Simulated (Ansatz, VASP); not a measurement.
# Ta (Ta wire along [100], 8 atoms a period): VASP beside Ansatz, part 2 of 2

One calculation is typed for both programs; each brings its own data sets. How far apart do they land? Of the first pair: The structure shown is the start of the Ansatz relaxation below; VASP solves that cell, so the two are compared at the walk's first step.

VASP 6.6.1 and Ansatz 0.2.0.

So far. Step 4 (Differences): The forces differ by 3.6 meV/Å r.m.s., which is 0.3 % of the r.m.s. force of 1.123 eV/Å (both taken over all components).

### Step 5. Ansatz: relaxation, PBE

Level of this step: Ansatz beside VASP: Kohn-Sham DFT, plane waves, PBE (Ansatz).

This run makes the geometry at which the two programs are then compared. The cell compared in this pair holds 423.89 Å³, against 460.71 Å³ for the pair before.

The structure compared here is the end of the Ansatz relaxation.

Contents of input.yaml:

```yaml
crystal:
  lattice:
    - [11.78, 0.0, 0.0]
    - [0.0, 11.78, 0.0]
    - [0.0, 0.0, 3.32]
  atoms:
    - { symbol: Ta, position: [0.429541596, 0.429541596, 0.0] }
    - { symbol: Ta, position: [0.429541596, 0.711375212, 0.0] }
    - { symbol: Ta, position: [0.711375212, 0.429541596, 0.0] }
    - { symbol: Ta, position: [0.711375212, 0.711375212, 0.0] }
    - { symbol: Ta, position: [0.288624788, 0.288624788, 0.5] }
    - { symbol: Ta, position: [0.288624788, 0.570458404, 0.5] }
    - { symbol: Ta, position: [0.570458404, 0.288624788, 0.5] }
    - { symbol: Ta, position: [0.570458404, 0.570458404, 0.5] }
kpoints:
  mp_grid: { grid: [1, 1, 25] }
scf:
  occupations: { method: fermi_dirac, width: 0.05 }
hamiltonian:
  xc: pbe
relax:
  cell: { fix: [a, b, alpha, beta, gamma] }
  max_steps: 60
```

On the command line:

```
$ ansatz run input.yaml --threads 8 --pin off --max-ram 16384MiB --backend cpu --events-out ev --progress --plain --runs-dir out
```

Numbers of over 12 decimals in the logs are rounded to 6 here.

The log of the run:

```text
[...]
Crystal: 8 atoms, lattice volume = 460.711 Å³
Basis set: ecut = 420 eV, 9067 PW (Γ), exchange–correlation on 160×160×48 points (8 copies of the dense FFT grid, shifted against one another)
Bands: 63, of which v1, the nominal top of the filled ones, is band 52 counted from 1 (51 counted from 0)
Symmetry: 8 space group operations
[...]
k-points: 13 of 25
[...]
- [0, 0, 3.054628]
  atoms:
    - { symbol: Ta, position: [0.431258, 0.431258, 0] }
    - { symbol: Ta, position: [0.430805, 0.709074, 0] }
    - { symbol: Ta, position: [0.709074, 0.430805, 0] }
    - { symbol: Ta, position: [0.695442, 0.695442, 0] }
    - { symbol: Ta, position: [0.304558, 0.304558, 0.500000] }
    - { symbol: Ta, position: [0.290926, 0.569195, 0.500000] }
    - { symbol: Ta, position: [0.569195, 0.290926, 0.500000] }
    - { symbol: Ta, position: [0.568742, 0.568742, 0.500000] }
[key lines of the parts left out:]
SCF converged after 5 iterations
Free energy (F): -79443.734805 eV
Fermi energy:    4.254891 eV
P = ⅓ Tr σ = -0.1241 GPa (-1.241 kbar)
```

### Step 6. VASP: single point, PBE, relaxed cell, pair 2

The same cell, functional, mesh and smearing now go to VASP, with its own data sets.

Contents of INCAR:

```
SYSTEM = Ta
PREC = Accurate
ENCUT = 500
EDIFF = 1E-06
NELM = 120
ISMEAR = -1
SIGMA = 0.05
LREAL = .FALSE.
ALGO = Normal
GGA = PE
NBANDS = 54
LASPH = .TRUE.
LORBIT = 11
LWAVE = .FALSE.
LCHARG = .FALSE.
ISIF = 2
GGA_COMPAT = .FALSE.
KPAR = 2
```

Contents of POSCAR:

```
Ta
1.0
   11.7800000000      0.0000000000      0.0000000000
    0.0000000000     11.7800000000      0.0000000000
    0.0000000000      0.0000000000      3.0546280825
Ta
8
Direct
    0.4312584843      0.4312584843      0.0000000000
    0.4308049784      0.7090735776      0.0000000000
    0.7090735776      0.4308049784      0.0000000000
    0.6954422425      0.6954422425      0.0000000000
    0.3045577575      0.3045577575      0.5000000000
    0.2909264224      0.5691950216      0.5000000000
    0.5691950216      0.2909264224      0.5000000000
    0.5687415157      0.5687415157      0.5000000000
```

Contents of KPOINTS:

```
Automatic mesh
0
Gamma
1 1 25
0 0 0
```

PAW data sets: Ta_pv (PBE family, release 64).

On the command line:

```
$ mpirun -np 2 vasp_std
```

The log of the run:

```text
[... set-up lines as in an earlier step ...]
 entering main loop
       N       E                     dE             d eps       ncg     rms          rms(c)
DAV:   1     0.710484345995E+03    0.71048E+03   -0.47612E+04  1820   0.137E+03
DAV:   2    -0.513089463523E+02   -0.76179E+03   -0.74522E+03  1640   0.363E+02
DAV:   3    -0.907934794155E+02   -0.39485E+02   -0.38270E+02  1800   0.673E+01
DAV:   4    -0.930355377084E+02   -0.22421E+01   -0.21502E+01  1904   0.127E+01
[...]
DAV:  19    -0.802919833416E+02   -0.10916E-04   -0.20807E-05  1344   0.161E-02    0.355E-03
DAV:  20    -0.802919857543E+02   -0.24126E-05   -0.43904E-06  1234   0.596E-03    0.119E-03
DAV:  21    -0.802919857794E+02   -0.25155E-07   -0.38664E-07  1036   0.193E-03
   1 F= -.80291986E+02 E0= -.80243136E+02  d E =-.977000E-01
```

Parts of OUTCAR (step 6):

```text
  Total       -0.4347177     -0.4347177      0.0829561      0.0450319      0.0000000      0.0000000
  in kB       -1.6431191     -1.6431191      0.3135522      0.1702087      0.0000000      0.0000000
  external PRESSURE =      -0.9908953 kB  Pullay stress =       0.0000000 kB

 POSITION                                       TOTAL-FORCE (eV/Angst)
 -----------------------------------------------------------------------------------
      5.08022      5.08022      0.00000        -0.003911     -0.003911      0.000000
      5.07488      8.35289      0.00000        -0.003083      0.005236      0.000000
      8.35289      5.07488      0.00000         0.005236     -0.003083      0.000000
      8.19231      8.19231      0.00000         0.009718      0.009718      0.000000
      3.58769      3.58769      1.52731        -0.009718     -0.009718      0.000000
      3.42711      6.70512      1.52731        -0.005236      0.003083      0.000000
      6.70512      3.42711      1.52731         0.003083     -0.005236      0.000000
      6.69978      6.69978      1.52731         0.003911      0.003911      0.000000
 -----------------------------------------------------------------------------------
    total drift:                                0.000000      0.000000      0.000000

  FREE ENERGIE OF THE ION-ELECTRON SYSTEM (eV)
  ---------------------------------------------------
  free  energy   TOTEN  =       -80.2919857794 eV

  energy  without entropy=      -80.1942857466  energy(sigma->0) =      -80.24313576

[... 1 part as in an earlier step ...]

[... 2 further parts left out ...]
[key lines of the parts left out:]
E-fermi :  -0.2203
```

### Step 7. Comparison

What differs besides the data sets and the points named for the pairs above, as far as they apply: the data sets hold 104 valence electrons in Ansatz (on its default PAW (the set named soft_2) files) and 88 in VASP; the cutoff is 420 eV in Ansatz and 500 eV in VASP; Ansatz's pressure holds a Pulay correction, VASP's none. Total energies have different zeros and are not compared.

Compared:

| quantity | Ansatz | VASP | difference |
| --- | --- | --- | --- |
| pressure (GPa) | -0.12 | -0.10 | -0.03 |

At this near-relaxed geometry the largest component of a force difference is 9 meV/Å.

### Step 8. Results

```yaml
r_m_s_force_difference_single_point_pbe_start_cell_pair_1: 0.32 % of the r.m.s. force
difference_in_pressure_single_point_pbe_relaxed_cell_pair_2: -0.025 GPa
```

The r.m.s. force difference is 0.32 % of the r.m.s. force (single point, PBE, start cell, pair 1), within the 3 % picked in this series as the mark of a large difference. The data sets hold unlike numbers of valence electrons (104 in Ansatz and 88 in VASP), so part of the differences comes from the potentials. How closely two codes agree says nothing of how well the functional describes the real material.

[Lines on the potential files, build, host, timing and source positions are cut from VASP's logs without a mark.]

[Logs are printed without paths, hosts, clocks, repeated set-up lines and the standing remarks that a program may print on its own settings, such as how far it seeks lower states.]

[Hosts, paths, dates, database ids (printed as entryN), source tags and the programs' standing remarks are cut or masked in the printed files.]
